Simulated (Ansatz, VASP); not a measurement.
# Cross-check of WC (Qusongite) between VASP and Ansatz

One calculation is typed for both programs; each brings its own data sets. How far apart do they land? The cell is taken from a series of runs on this material, whose earlier steps may have relaxed, scaled, displaced or heated it; both programs get it as it stands.

Method: plane waves, with VASP 6.6.1 beside it; PBEsol, in Ansatz 0.2.0.

## 1. The structure

It takes space group P-6m2 (No. 187, hexagonal). Conventional cell: a = 2.907 Å, b = 2.907 Å, c = 2.837 Å, α = 90.00°, β = 90.00°, γ = 120.00°. Nearest to C lie 6 W at 2.20 Å. Nearest to W lie 6 C at 2.20 Å. Farther neighbours are not listed.

Structure file:

```cif
data_structure
_symmetry_space_group_name_H-M 'P-6m2'
_symmetry_Int_Tables_number 187
_cell_length_a 2.9065
_cell_length_b 2.9065
_cell_length_c 2.8366
_cell_angle_alpha 90.000
_cell_angle_beta 90.000
_cell_angle_gamma 120.000
_cell_volume 20.75
loop_
_atom_site_label
_atom_site_type_symbol
_atom_site_symmetry_multiplicity
_atom_site_Wyckoff_symbol
_atom_site_fract_x
_atom_site_fract_y
_atom_site_fract_z
_atom_site_occupancy
C1 C 1 f 0.66667 0.33333 0.50000 1
W1 W 1 a 0.00000 0.00000 0.00000 1
```

## 2. VASP: single point, PBEsol

A single point takes one fixed geometry, so differences don't come from the geometry; what else differs is listed under the comparison.

Lines of VASP's logs that name or quote its potential files are left out, and so is its time.

INCAR reads:

```
SYSTEM = WC
PREC = Accurate
ENCUT = 600
EDIFF = 1E-06
NELM = 120
ISMEAR = 0
SIGMA = 0.1
LREAL = .FALSE.
ALGO = Normal
GGA = PS
NBANDS = 11
LASPH = .TRUE.
LORBIT = 11
LWAVE = .FALSE.
LCHARG = .FALSE.
ISIF = 2
GGA_COMPAT = .FALSE.
```

POSCAR reads:

```
WC
1.0
    2.9065000000      0.0000000000      0.0000000000
   -1.4532500000      2.5171028361      0.0000000000
    0.0000000000      0.0000000000      2.8366000000
C W
1 1
Direct
    0.6666666700      0.3333333300      0.5000000000
    0.0000000033      0.9999999967      1.0000000000
```

KPOINTS reads:

```
Automatic mesh
0
Gamma
9 9 6
0 0 0
```

PAW data sets: C and W (PBE family, release 64).

Launch:

```console
> mpirun -np 1 vasp_std
```

Numbers of over 12 decimals in the logs are rounded to 6 here.

What it wrote:

```text
[banner, memory and clock lines left out]
running    1 mpi-ranks, on    1 nodes
 distrk:  each k-point on    1 cores,    1 groups
 distr:  one band on    1 cores,    1 groups

 POSCAR found type information on POSCAR C W
 POSCAR found :  2 types and       2 ions
|                                                                             |
|               ----> ADVICE to this user running VASP <----                  |
|                                                                             |
|     You enforced a specific xc type in the INCAR file but a different       |
|     [... a line on the potential file left out ...]
|     I HOPE YOU KNOW WHAT YOU ARE DOING!                                     |
|                                                                             |

 LDA part: xc-table for (Slater+PW92), standard interpolation
 POSCAR, INCAR and KPOINTS ok, starting setup
 FFT: planning ... GRIDC
 FFT: planning ... GRID_SOFT
 FFT: planning ... GRID
 WAVECAR not read
 entering main loop
       N       E                     dE             d eps       ncg     rms          rms(c)
DAV:   1     0.281041755762E+02    0.28104E+02   -0.53235E+03  1056   0.922E+02
DAV:   2    -0.245233467684E+02   -0.52628E+02   -0.49863E+02  1209   0.216E+02
DAV:   3    -0.269440435392E+02   -0.24207E+01   -0.23935E+01  1345   0.377E+01
DAV:   4    -0.269606491181E+02   -0.16606E-01   -0.16601E-01  1152   0.355E+00
DAV:   5    -0.269607189750E+02   -0.69857E-04   -0.69853E-04  1297   0.239E-01    0.344E+01
DAV:   6    -0.241084938256E+02    0.28522E+01   -0.12618E+01  1304   0.217E+01    0.115E+01
DAV:   7    -0.240218993727E+02    0.86594E-01   -0.61495E-01  1074   0.613E+00    0.834E+00
DAV:   8    -0.239795200086E+02    0.42379E-01   -0.10953E-01  1158   0.247E+00    0.195E+00
DAV:   9    -0.239743021949E+02    0.52178E-02   -0.13411E-02  1140   0.746E-01    0.139E-01
DAV:  10    -0.239742119094E+02    0.90285E-04   -0.88294E-04  1229   0.259E-01    0.161E-01
DAV:  11    -0.239741964606E+02    0.15449E-04   -0.12672E-04  1347   0.754E-02    0.161E-02
DAV:  12    -0.239741930161E+02    0.34445E-05   -0.10076E-05  1182   0.213E-02    0.114E-02
DAV:  13    -0.239741928975E+02    0.11863E-06   -0.57883E-07   573   0.666E-03
   1 F= -.23974193E+02 E0= -.23972481E+02  d E =-.342356E-02
```

OUTCAR, selected parts (step 2):

```text
ion  position               nearest neighbor table
   1  0.667  0.333  0.500-   2 2.20   2 2.20   2 2.20   2 2.20   2 2.20   2 2.20
   2  0.000  1.000  0.000-   1 2.20   1 2.20   1 2.20   1 2.20   1 2.20   1 2.20

  LATTYP: Found a hexagonal cell.
 ALAT       =     2.9065000000
 C/A-ratio  =     0.9759504559

 Subroutine GETGRP returns: Found 12 space group operations
 (whereof 12 operations were pure point group operations)

The static configuration has the point symmetry D_3h.

 Found     48 irreducible k-points:

   k-points           NKPTS =     48   k-points in BZ     NKDIM =     48   number of bands    NBANDS=     11

   dimension x,y,z NGX =    24 NGY =   24 NGZ =   24
   dimension x,y,z NGXF=    48 NGYF=   48 NGZF=   48

   ENCUT  =  600.0 eV  44.10 Ry    6.64 a.u.   5.81  5.81  5.67*2*pi/ulx,y,z

   NELECT =      10.0000    total number of electrons

 k-points in reciprocal lattice and weights: Automatic mesh
   0.00000000  0.00000000  0.00000000       0.002
   0.11111111 -0.00000000  0.00000000       0.012
   0.22222222  0.00000000  0.00000000       0.012
   0.33333333 -0.00000000  0.00000000       0.012
   0.44444444  0.00000000  0.00000000       0.012
   0.11111111  0.11111111  0.00000000       0.012
   0.22222222  0.11111111  0.00000000       0.025
   0.33333333  0.11111111  0.00000000       0.025
   0.44444444  0.11111111  0.00000000       0.012
[...]
0.33333333  0.22222222  0.50000000       0.025
   0.33333333  0.33333333  0.50000000       0.004

 average (electrostatic) potential at core
       1 -46.3309       2 -37.0651

 E-fermi :   8.1996

 k-point     1 :       0.0000    0.0000    0.0000
  band No.  band energies     occupation
      1      -6.2567      2.00000
      2       3.8345      2.00000
      3       4.8410      2.00000
      4       4.8410      2.00000
      5       8.3225      0.08218
      6      11.3534      0.00000
      7      11.3534      0.00000
      8      13.8458      0.00000
      9      13.8458      0.00000
    ...

 k-point     2 :       0.1111   -0.0000    0.0000
  band No.  band energies     occupation
      1      -5.9491      2.00000
      2       3.8403      2.00000
      3       4.5196      2.00000
      4       5.1426      2.00000
      5       7.4621      2.00000
      6      11.2400      0.00000
      7      12.3136      0.00000
      8      13.2237      0.00000
      9      13.6272      0.00000
     10      15.6288      0.00000
    ...

 k-point     3 :       0.2222    0.0000    0.0000
  band No.  band energies     occupation
      1      -5.1099      2.00000
      2       2.9302      2.00000
      3       4.8137      2.00000
      4       5.9514      2.00000
      5       6.1579      2.00000
      6      10.9654      0.00000
      7      12.1047      0.00000
      8      13.1684      0.00000
      9      13.7717      0.00000
     10      17.3374      0.00000
    ...

  Total       -0.4220832     -0.4220832     -0.6533441     -0.0000000      0.0000000      0.0000000
  in kB      -32.5866187    -32.5866187    -50.4409394     -0.0000000      0.0000000      0.0000000
  external PRESSURE =     -38.5380590 kB  Pullay stress =       0.0000000 kB

  energy-cutoff  :      600.00
  volume of cell :       20.75
      direct lattice vectors                 reciprocal lattice vectors
     2.906500000  0.000000000  0.000000000     0.344056425  0.198641070  0.000000000
    -1.453250000  2.517102836  0.000000000     0.000000000  0.397282139  0.000000000
     0.000000000  0.000000000  2.836600000     0.000000000  0.000000000  0.352534725

 POSITION                                       TOTAL-FORCE (eV/Angst)
 -----------------------------------------------------------------------------------
      1.45325      0.83903      1.41830         0.000000     -0.000000      0.000000
     -1.45325      2.51710      0.00000        -0.000000      0.000000      0.000000
 -----------------------------------------------------------------------------------
    total drift:                               -0.000004      0.000002     -0.000000

  FREE ENERGIE OF THE ION-ELECTRON SYSTEM (eV)
  ---------------------------------------------------
  free  energy   TOTEN  =       -23.9741928975 eV

  energy  without entropy=      -23.9707693417  energy(sigma->0) =      -23.97248112

 total charge
# of ion       s       p       d       tot
------------------------------------------
    1        0.848   1.557   0.000   2.404
    2        0.622   0.885   4.382   5.890
--------------------------------------------------
tot          1.470   2.442   4.382   8.294

[... 3 further parts left out ...]
```

The k-mesh is coarse for a metal. The data set W keeps the semicore shell frozen, which is cheaper and a little less accurate.

## 3. Ansatz: single point, PBEsol

Ansatz runs on its PAW soft_1 files.

The same cell, functional, mesh and smearing now go to Ansatz, which takes its cutoff from its data sets.

input.yaml reads:

```yaml
crystal:
  lattice:
    - [2.9065, 0.0, 0.0]
    - [-1.45325, 2.5171028361, 0.0]
    - [0.0, 0.0, 2.8366]
  atoms:
    - { symbol: C, position: [0.66666667, 0.33333333, 0.5] }
    - { symbol: W, position: [0.0, 0.0, 0.0] }
kpoints:
  mp_grid: { grid: [9, 9, 6] }
hamiltonian:
  xc: pbesol
  pseudopotentials: { kind: paw, azcp: { folder: soft_1 }, xc_functional: pbe }
scf:
  occupations: { method: gaussian, width: 0.1 }
output:
  forces: true
  stress: true
  eigenvalues: true
```

Launch:

```console
> ansatz run input.yaml --threads 4 --pin off --max-ram 10240MiB --backend cpu --events-out ev --progress --plain --runs-dir out
```

What it wrote:

```text
Engine: ansatz 0.2.0, x86_64-unknown-linux-gnu
Pseudopotentials: kind: paw
Pseudopotential: C, paw, valence charge 4, recommended cutoff 420 eV (normal), soft_1/C.paw.azcp
Pseudopotential: W, paw, valence charge 14, recommended cutoff 420 eV (normal), soft_1/W.paw.azcp
Functional definition: PBEsol
  exchange = pbesol_x
  correlation = pbesol_c
Crystal: 2 atoms, lattice volume = 20.752 Å³
Basis set: ecut = 420 eV, 405 PW (Γ), exchange–correlation on 40×40×40 points (8 copies of the dense FFT grid, shifted against one another)
Bands: 13, of which v1, the nominal top of the filled ones, is band 9 counted from 1 (8 counted from 0)
Symmetry: 12 space group operations
Space group: P-6m2 (ITA 187), of the structure as read, at distance tolerance 2.7e-5 Å
k-points: 48 of 486 (time reversal used)
Non-local potential: C, projectors of the file, l = 0: 2, l = 1: 2, l = 2: 1
Non-local potential: W, projectors of the file, l = 0: 3, l = 1: 2, l = 2: 2, l = 3: 1
PAW form: soft (Blöchl's): semilocal exchange-correlation on the pseudo side does not see the compensation charge
PAW frozen core: C, regenerated for the run's functional, and the local potential with it (the file was generated under x = pbe(κ = 0.804, μ = 0.219515), c = pbe(β = 0.066725))
PAW frozen core: W, regenerated for the run's functional, and the local potential with it (the file was generated under x = pbe(κ = 0.804, μ = 0.219515), c = pbe(β = 0.066725))
PAW one-centre angular grid: C, 110 points (default); XC on 64 Gauss nodes
PAW one-centre angular grid: W, 590 points (default); XC on 64 Gauss nodes
Initial density: superposition of atomic densities (chi_scale 0.1, normalization cell, long waves kept (reshape's long-wave potential 0.00 eV rms))
Initial wavefunctions: pseudopotential atomic-orbital guess
Functional: x = pbesol(κ = 0.804, μ = 0.123457), c = pbesol(β = 0.046)
SCF iter   1: F=—  HF=-10505.933721 eV  |F-HF|=—  |Δ(HF+E_count)|=         —  Δρ=1.29e-1  dr2=4.70e0  ethr=3.10e-3  ⟨swp⟩=5.0  Hψ=2984  notcnv=0
preconditioner: auto → none  [metal: Δε(μ)=0.070 eV  Ē_g=10.786 eV  σ=0.100 eV  W_gap=0.34  n_scr=8 (ndim 8)  ℏωp=25.8 eV  f_vac=0.000  D(μ)=0.18/eV (n_scr^D=0)  sad-step TF]
SCF iter   2: F=—  HF=-10505.352792 eV  |F-HF|=—  |Δ(HF+E_count)|=   5.81e-1  Δρ=9.16e-2  dr2=2.42e0  ethr=3.10e-3  ⟨swp⟩=2.0  Hψ=1195  notcnv=0  defer=1
SCF iter   3: F=—  HF=-10504.738912 eV  |F-HF|=—  |Δ(HF+E_count)|=   6.14e-1  Δρ=7.80e-3  dr2=1.29e-2  ethr=3.10e-3  ⟨swp⟩=2.2  Hψ=1067  notcnv=0  defer=1
SCF iter   4: F=—  HF=-10504.738218 eV  |F-HF|=—  |Δ(HF+E_count)|=   6.93e-4  Δρ=1.08e-3  dr2=1.37e-4  ethr=7.14e-5  ⟨swp⟩=1.1  Hψ=1008  notcnv=0  defer=1
SCF iter   5: F=—  HF=-10504.738269 eV  |F-HF|=—  |Δ(HF+E_count)|=   5.07e-5  Δρ=2.26e-4  dr2=7.07e-6  ethr=7.61e-7  ⟨swp⟩=2.4  Hψ=974  notcnv=0  defer=1
SCF iter   6: F=—  HF=-10504.738274 eV  |F-HF|=—  |Δ(HF+E_count)|=   5.21e-6  Δρ=3.15e-5  dr2=1.36e-7  ethr=3.93e-8  ⟨swp⟩=2.7  Hψ=959  notcnv=0  defer=1
SCF iter   7: F=-10504.738274 eV  HF=-10504.738274 eV  |F-HF|=5.55e-10  |Δ(HF+E_count)|=   3.76e-8  Δρ=4.90e-6  dr2=2.11e-9  ethr=5.56e-10  ⟨swp⟩=5.2  Hψ=2607  notcnv=0
SCF 1 converged in 7 iterations: F = -10504.738274 eV  dr2 = 2.11e-9
  greatest PAW one-centre occupation: 0.999 electrons in one spin orbital (limit 2), on the W atom at site 1 (counted from 0), in its partial waves of l = 0
SCF converged after 7 iterations
Free energy (F): -10504.738274 eV
Harris-Foulkes:  -10504.738274 eV  (|F-HF|=5.55e-10)
Internal energy: -10504.734550 eV  (E = F + TS)
E sigma→0 (E₀):  -10504.736412 eV
Entropy (-TS):   -0.003725 eV (-1.862 meV/atom)
Fermi energy:    20.322791 eV
--- Per-component energies (eV) ---
  E_band       = -63.181214
  E_kinetic    = 509.008963
  E_local      = -603.883191  (includes V_loc(G=0)·N_el)
  E_nonlocal   = -0.149966
  E_hartree    = 246.939867
  E_xc         = -313.755362
  E_vxc        = -290.427806  (∫ρ·V_xc dr)
  E_paw        = -8546.878342  (= ΣΔE_a)
  E_vpaw       = -171.609438  (= ΣTr[D̂ρ^β])
  E_aug_tail   = 0.000166  (compensation charges beyond the density's cutoff)
  E_ewald      = -1796.259643
  E_core_change = 0.242958  (= ΣΔE_core)
  E_smearing   = -0.003725  (= −TS)
  E_closure    = 0.000000  (closes the sum)
  Σ components = -10504.738274   (vs F -10504.738274, Δ=0.00e0)
--- Forces (eV/Å), atoms counted from 1 ---
  atom   1  C      0.00000000    -0.00000000     0.00000000
  atom   2  W      0.00000000     0.00000000     0.00000000
  max |Σ_I F_I| component: 1.53e-16 eV/Å
--- Stress (GPa, compression-positive) ---
       -2.424540       0.000000      -0.000000
        0.000000      -2.424540      -0.000000
       -0.000000      -0.000000      -4.776175
  P = ⅓ Tr σ = -3.2084 GPa (-32.084 kbar)
--- Band table (eV; the first three rows and the last of 48) ---
  k-point 0: bands = [... 5 lower, 15.9625, 16.9584, 16.9584, 20.3991, 23.5187, 23.5187, 25.9321, 25.9321]
  k-point 1: bands = [... 5 lower, 15.4946, 17.2571, 17.2571, 20.5495, 21.8985, 21.8985, 26.5316, 26.5316]
  k-point 2: bands = [... 5 lower, 13.5428, 17.9414, 17.9414, 20.1916, 20.1916, 22.3698, 25.6437, 25.6437]
  k-point 47: bands = [... 5 lower, 13.0512, 14.8973, 18.6969, 19.6521, 24.7051, 26.7071, 27.9206, 29.3732]
```

The column dr2 measures how far the density is from self-consistency, as an energy; F and HF (Harris–Foulkes) agree once it is small.

The run ends at a pressure of -3.21 GPa.

## 4. Side by side

Known differences besides the potentials themselves: the data sets hold 18 valence electrons in Ansatz (on its PAW soft_1 files) and 10 in VASP; the cutoff is 420 eV in Ansatz and 600 eV in VASP; Ansatz makes its cores anew for this functional, VASP keeps those of its PBE data sets. Total energies have different zeros and are not compared.

The two programs side by side:

```
      quantity  Ansatz   VASP  difference
pressure (GPa)   -3.21  -3.85       +0.65
```

## 5. Outcome

| Property | Result |
| --- | --- |
| difference in pressure (single point, PBEsol) | 0.65 GPa |

**Reading.** The difference in pressure is 0.65 GPa (single point, PBEsol), within the 1 GPa picked in this series as the mark of a large difference. The data sets hold unlike numbers of valence electrons (18 in Ansatz and 10 in VASP), so part of the differences may come from the potentials. How closely two codes agree says nothing of how well the functional describes the real material.

[Lines on the potential files, build, host, timing and source positions are cut from VASP's logs without a mark.]

[Logs are printed without paths, hosts, clocks, repeated set-up lines and the standing remarks that a program may print on its own settings, such as how far it seeks lower states.]

[Hosts, paths, dates, database ids (printed as entryN), source tags and the programs' standing remarks are cut or masked in the printed files.]
